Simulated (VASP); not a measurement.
# Ta2N: vacancies and antisites compared

Wanted: a map of the native defects of Ta2N, all in one supercell and at one level. The start is a computed cell from the Materials Project.

Method: LDA; plane waves and PAW (Ta, N), in the first sound run; inputs show where later runs differ, in VASP 6.6.1.

**1. The host crystal**

The structure is trigonal, space group P-3m1 (No. 164). The conventional cell has a = 3.113 Å, b = 3.113 Å, c = 4.870 Å, α = 90.00°, β = 90.00°, γ = 120.00°. Ta has 3 N at 2.18 Å nearest. Nearest to N lie 6 Ta at 2.18 Å. Farther neighbours and most contacts between anions are not listed.

Structure file:

```
Ta N
1.0
     3.11286    0.00000    0.00000
    -1.55643    2.69582    0.00000
     0.00000    0.00000    4.86984
Ta N
2 1
Cartesian
  0.0000 1.7972 1.2404
  1.5564 0.8986 3.6294
  0.0000 0.0000 0.0000
```

**2. The host at zero pressure**

First cell and atoms are relaxed at a raised cutoff, so that later runs start from this functional's own cell.

INCAR reads:

```
SYSTEM = Ta2N
PREC = Accurate
ENCUT = 520
EDIFF = 1E-06
NELM = 120
ISMEAR = 0
SIGMA = 0.05
LREAL = .FALSE.
ALGO = Normal
GGA = CA
NBANDS = 13
LASPH = .TRUE.
LORBIT = 11
LWAVE = .FALSE.
LCHARG = .FALSE.
KPAR = 8
IBRION = 2
NSW = 40
ISIF = 3
EDIFFG = -0.02
POTIM = 0.4
```

POSCAR reads:

```
Ta2N
1.0
    3.1128615060      0.0000000000      0.0000000000
   -1.5564307530      2.6958171426      0.0000000000
    0.0000000000      0.0000000000      4.8698410000
Ta N
2 1
Direct
    0.3333333333      0.6666666667      0.2547110000
    0.6666666667      0.3333333333      0.7452890000
    0.0000000000      0.0000000000      0.0000000000
```

KPOINTS reads:

```
Automatic mesh
0
Gamma
7 7 4
0 0 0
```

PAW data sets: Ta and N (LDA family, release 64).

Started as:

```bash
$ mpirun -np 8 vasp_std
```

The log of the run:

```text
[banner, memory and clock lines left out]
running    8 mpi-ranks, on    1 nodes
 distrk:  each k-point on    1 cores,    8 groups
 distr:  one band on    1 cores,    1 groups

 POSCAR found type information on POSCAR TaN
 POSCAR found :  2 types and       3 ions
|                                                                             |
|           W    W    AA    RRRRR   N    N  II  N    N   GGGG   !!!           |
|           W    W   A  A   R    R  NN   N  II  NN   N  G    G  !!!           |
|           W    W  A    A  R    R  N N  N  II  N N  N  G       !!!           |
|           W WW W  AAAAAA  RRRRR   N  N N  II  N  N N  G  GGG   !            |
|           WW  WW  A    A  R   R   N   NN  II  N   NN  G    G                |
|           W    W  A    A  R    R  N    N  II  N    N   GGGG   !!!           |
|                                                                             |
|     For optimal performance we recommend to set                             |
|       NCORE = 2 up to number-of-cores-per-socket                            |
|     NCORE specifies how many cores store one orbital (NPAR=cpu/NCORE).      |
|     This setting can greatly improve the performance of VASP for DFT.       |
|     The default, NCORE=1 might be grossly inefficient on modern             |
|     multi-core architectures or massively parallel machines. Do your        |
|     Unfortunately you need to use the default for GW and RPA                |
|     calculations (for HF NCORE is supported but not extensively tested      |
|     yet).                                                                   |
|                                                                             |

 LDA part: xc-table for (Slater(with rela. corr.)+CA(PZ))
 , standard interpolation
 POSCAR, INCAR and KPOINTS ok, starting setup
 FFT: planning ... GRIDC
 FFT: planning ... GRID_SOFT
 FFT: planning ... GRID
 WAVECAR not read
 entering main loop
       N       E                     dE             d eps       ncg     rms          rms(c)
DAV:   1     0.236131701898E+02    0.23613E+02   -0.64046E+03   728   0.985E+02
DAV:   2    -0.378243299506E+02   -0.61438E+02   -0.56383E+02   983   0.170E+02
DAV:   3    -0.410414210295E+02   -0.32171E+01   -0.30713E+01  1033   0.369E+01
DAV:   4    -0.410949167063E+02   -0.53496E-01   -0.53386E-01   898   0.461E+00
DAV:   5    -0.410958853535E+02   -0.96865E-03   -0.96753E-03  1061   0.511E-01    0.263E+01
DAV:   6    -0.382643259878E+02    0.28316E+01   -0.15942E+01   908   0.249E+01    0.126E+01
DAV:   7    -0.378175668369E+02    0.44676E+00   -0.16712E+00   828   0.897E+00    0.656E+00
DAV:   8    -0.377146994623E+02    0.10287E+00   -0.29618E-01   888   0.387E+00    0.429E-01
DAV:   9    -0.377094254136E+02    0.52740E-02   -0.40710E-02   898   0.120E+00    0.205E-01
DAV:  10    -0.377082241373E+02    0.12013E-02   -0.58553E-03   913   0.468E-01    0.755E-02
DAV:  11    -0.377080616407E+02    0.16250E-03   -0.65396E-04   931   0.169E-01    0.220E-02
DAV:  12    -0.377080650362E+02   -0.33955E-05   -0.43025E-05   917   0.472E-02    0.675E-03
DAV:  13    -0.377080650568E+02   -0.20584E-07   -0.80272E-07   660   0.579E-03
   1 F= -.37708065E+02 E0= -.37707605E+02  d E =-.377081E+02
 curvature:   0.00 expect dE= 0.000E+00 dE for cont linesearch  0.000E+00
 trial: gam= 0.00000 g(F)=  0.138E-01 g(S)=  0.526E+00 ort = 0.000E+00 (trialstep = 0.100E+01)
 search vector abs. value=  0.540E+00
 bond charge predicted
       N       E                     dE             d eps       ncg     rms          rms(c)
DAV:   1    -0.379230367141E+02   -0.21497E+00   -0.19757E+01   728   0.404E+01    0.109E+01
DAV:   2    -0.374488255241E+02    0.47421E+00   -0.20466E+00   868   0.102E+01    0.645E+00
DAV:   3    -0.373904294092E+02    0.58396E-01   -0.18608E-01   833   0.324E+00    0.295E+00
DAV:   4    -0.373729712830E+02    0.17458E-01   -0.29572E-02   918   0.117E+00    0.247E-01
DAV:   5    -0.373727457898E+02    0.22549E-03   -0.21180E-03   863   0.297E-01    0.140E-01
DAV:   6    -0.373727040646E+02    0.41725E-04   -0.40887E-04   932   0.138E-01    0.236E-02
DAV:   7    -0.373726951002E+02    0.89644E-05   -0.26408E-05   931   0.393E-02    0.118E-02
DAV:   8    -0.373726954620E+02   -0.36177E-06   -0.21943E-06   710   0.999E-03
   2 F= -.37372695E+02 E0= -.37372301E+02  d E =0.335370E+00
[...]
3 F= -.37801182E+02 E0= -.37800766E+02  d E =-.931165E-01
[...]
4 F= -.37801290E+02 E0= -.37800874E+02  d E =-.932249E-01
[...]
5 F= -.37801263E+02 E0= -.37800846E+02  d E =-.931980E-01
[...]
6 F= -.37802420E+02 E0= -.37802025E+02  d E =-.115709E-02
[...]
7 F= -.37802423E+02 E0= -.37802028E+02  d E =-.115980E-02
[...]
8 F= -.37802387E+02 E0= -.37801992E+02  d E =0.355756E-04
 trial-energy change:    0.000036  1 .order    0.000037   -0.000193    0.000267
 step:   0.3616(harm=  0.3616)  dis= 0.00018  next Energy=   -37.802463 (dE=-0.406E-04)
 bond charge predicted
       N       E                     dE             d eps       ncg     rms          rms(c)
DAV:   1    -0.378025230207E+02   -0.13566E-03   -0.20770E-03   728   0.386E-01    0.974E-02
DAV:   2    -0.378024718365E+02    0.51184E-04   -0.24165E-04   893   0.108E-01    0.536E-02
DAV:   3    -0.378024657330E+02    0.61035E-05   -0.20316E-05   886   0.334E-02    0.259E-02
DAV:   4    -0.378024638760E+02    0.18570E-05   -0.37361E-06   808   0.126E-02    0.215E-03
DAV:   5    -0.378024638396E+02    0.36417E-07   -0.20279E-07   404   0.303E-03
   9 F= -.37802464E+02 E0= -.37802068E+02  d E =-.410112E-04
 curvature:  -0.18 expect dE=-0.351E-05 dE for cont linesearch -0.225E-08
 trial: gam= 0.07906 g(F)=  0.179E-04 g(S)=  0.148E-05 ort = 0.167E-05 (trialstep = 0.761E+00)
 search vector abs. value=  0.211E-04
 reached required accuracy - stopping structural energy minimisation
```

It took 27 s on 8 MPI ranks of Intel Xeon Platinum 8488C (Sapphire Rapids), shared host; peak memory 1.5 GiB; 3.3 min of CPU time.

Lines that name or quote the potential files are left out of all logs, and their timing lines are given in words.

Parts of OUTCAR (step 2):

```text
ion  position               nearest neighbor table
   1  0.333  0.667  0.255-   3 2.18   3 2.18   3 2.18   2 2.99   2 2.99   2 2.99   2 3.06   2 3.06
                             2 3.06
   2  0.667  0.333  0.745-   3 2.18   3 2.18   3 2.18   1 2.99   1 2.99   1 2.99   1 3.06   1 3.06
                             1 3.06
   3  0.000  0.000  0.000-   1 2.18   2 2.18   1 2.18   2 2.18   2 2.18   1 2.18

  LATTYP: Found a hexagonal cell.
 ALAT       =     3.1128615060
 C/A-ratio  =     1.5644258476

 Subroutine GETGRP returns: Found 12 space group operations
 (whereof 12 operations were pure point group operations)

The static configuration has the point symmetry D_3d.

 Found     28 irreducible k-points:

   k-points           NKPTS =     28   k-points in BZ     NKDIM =     28   number of bands    NBANDS=     13

   dimension x,y,z NGX =    24 NGY =   24 NGZ =   36
   dimension x,y,z NGXF=    48 NGYF=   48 NGZF=   72

   ENCUT  =  520.0 eV  38.22 Ry    6.18 a.u.   5.79  5.79  9.05*2*pi/ulx,y,z

   NELECT =      15.0000    total number of electrons

 k-points in reciprocal lattice and weights: Automatic mesh
   0.00000000  0.00000000  0.00000000       0.005
   0.14285714  0.00000000  0.00000000       0.031
   0.28571429 -0.00000000  0.00000000       0.031
   0.42857143  0.00000000  0.00000000       0.031
   0.14285714  0.14285714  0.00000000       0.031
   0.28571429  0.14285714  0.00000000       0.061
   0.42857143  0.14285714  0.00000000       0.031
   0.28571429  0.28571429  0.00000000       0.031
   0.00000000  0.00000000  0.25000000       0.010
[...]
0.42857143  0.14285714  0.50000000       0.031
   0.28571429  0.28571429  0.50000000       0.031

 average (electrostatic) potential at core
       1 -34.3134       2 -34.3134       3 -62.4984

 E-fermi :   8.1180

 k-point     1 :       0.0000    0.0000    0.0000
  band No.  band energies     occupation
    ...
      4       1.7264      2.00000
      5       3.3748      2.00000
      6       7.4526      2.00000
      7       7.8159      2.00000
      8       7.8159      2.00000
      9       8.2691      0.00002
     10       8.2691      0.00002
     11       8.4462      0.00000
     12       9.3370      0.00000
     13       9.3370      0.00000

 k-point     2 :       0.1429    0.0000    0.0000
  band No.  band energies     occupation
    ...
      4       1.7351      2.00000
      5       4.2298      2.00000
      6       6.0145      2.00000
      7       7.0006      2.00000
      8       7.8909      2.00000
      9       8.2805      0.00000
     10       8.4062      0.00000
     11       9.6467      0.00000
     12      10.4375      0.00000
     13      10.8362      0.00000

 k-point     3 :       0.2857   -0.0000    0.0000
  band No.  band energies     occupation
    ...
      3       0.8873      2.00000
      4       1.6321      2.00000
      5       4.1400      2.00000
      6       5.3126      2.00000
      7       6.2429      2.00000
      8       8.3897      0.00000
      9       9.6269      0.00000
     10      10.0011      0.00000
     11      10.2545      0.00000
     12      11.8849      0.00000
    ...

  Total       -0.0022913     -0.0022913     -0.0102322      0.0000000      0.0000000     -0.0000000
  in kB       -0.0942483     -0.0942483     -0.4208783      0.0000000      0.0000000     -0.0000000
  external PRESSURE =      -0.2031250 kB  Pullay stress =       0.0000000 kB

  energy-cutoff  :      520.00
  volume of cell :       38.95
      direct lattice vectors                 reciprocal lattice vectors
     3.073292865  0.000000000  0.000000000     0.325383894  0.187860479 -0.000000000
    -1.536646432  2.661549694  0.000000000    -0.000000000  0.375720958 -0.000000000
     0.000000000  0.000000000  4.761955907     0.000000000 -0.000000000  0.209997745

 POSITION                                       TOTAL-FORCE (eV/Angst)
 -----------------------------------------------------------------------------------
     -0.00000      1.77437      1.20897        -0.000000     -0.000000     -0.015240
      1.53665      0.88718      3.55299         0.000000      0.000000      0.015240
     -0.00000      0.00000      0.00000         0.000000     -0.000000      0.000000
 -----------------------------------------------------------------------------------
    total drift:                                0.000000      0.000000     -0.000000

  FREE ENERGIE OF THE ION-ELECTRON SYSTEM (eV)
  ---------------------------------------------------
  free  energy   TOTEN  =       -37.8024638396 eV

  energy  without entropy=      -37.8016730254  energy(sigma->0) =      -37.80206843

 reached required accuracy - stopping structural energy minimisation

 total charge
# of ion       s       p       d       tot
------------------------------------------
    1        0.607   0.910   3.538   5.056
    2        0.607   0.910   3.538   5.056
    3        1.235   2.504   0.000   3.739
--------------------------------------------------
tot          2.450   4.323   7.077  13.850

[... 3 further parts left out ...]
```

CONTCAR:

```
Ta2N
   1.00000000000000
     3.0732928648689235    0.0000000000000000    0.0000000000000000
    -1.5366464324344618    2.6615496941895112    0.0000000000000000
     0.0000000000000000    0.0000000000000000    4.7619559067533865
  Ta              N
     2     1
Direct
     0.3333333332999970    0.6666666667000030    0.2538800842689604
     0.6666666667000030    0.3333333332999970    0.7461199157310394
     0.0000000000000000    0.0000000000000000    0.0000000000000000
```

This run has no spin polarisation. Its electron count is odd, so without a moment it is a metal by construction. The k-mesh is coarse for a metal. The data set Ta keeps the semicore shell frozen, which is cheaper and a little less accurate. The run keeps the 12 symmetry operations of its start, so it cannot find a distortion of lower symmetry.

The steps of the relaxation:

```csv
step,energy less that of the first step (eV),largest force (eV/Å),pressure (GPa),volume (Å³)
1,0.0000,0.4228,-14.40,40.87
2,0.3354,1.1899,40.45,35.34
3,-0.0931,0.0173,-0.48,39.01
4,-0.0932,0.0328,0.03,38.95
5,-0.0932,0.0438,0.35,38.91
6,-0.0944,0.0159,0.31,38.91
7,-0.0944,0.0131,0.30,38.91
8,-0.0943,0.0178,-0.47,39.01
9,-0.0944,0.0152,-0.02,38.95
```

```csv
"conventional cell, symmetrised",before,after,change
a (Å),3.113,3.073,-1.3 %
b (Å),3.113,3.073,-1.3 %
c (Å),4.870,4.762,-2.2 %
volume (Å³/atom),13.62,12.98,-4.7 %
```

The relaxed structure:

```xyz
3
Lattice="3.0733 0.0000 0.0000 -1.5366 2.6615 0.0000 0.0000 0.0000 4.7620" Properties=species:S:1:pos:R:3 pbc="T T T"
Ta    0.0000    1.7744    1.2090
Ta    1.5366    0.8872    3.5530
N     0.0000    0.0000    0.0000
```

Numbers from this step:

* electronic cycles: 55
* electrons: 15
* free energy (TOTEN): -37.80 eV
* energy at zero smearing: -37.80 eV
* Fermi energy: 8.118 eV
* labelled metallic, from the levels on this mesh: yes

The run ended after 9 ionic steps, 0.094 eV below its first step, once forces and stress met EDIFFG = -0.02.

[end of part 1 of 6]

[Lines on the potential files, build, host, timing and source positions are cut from VASP's logs without a mark.]

[Logs are printed without paths, hosts, clocks, repeated set-up lines and the standing remarks that a program may print on its own settings, such as how far it seeks lower states.]

[Hosts, paths, dates, database ids (printed as entryN), source tags and the programs' standing remarks are cut or masked in the printed files.]

[In band tables of VASP the shares of atoms and orbitals are scaled to a sum of 1 inside the atoms' spheres.]

[Runs that stopped without an error message from VASP are left out.]
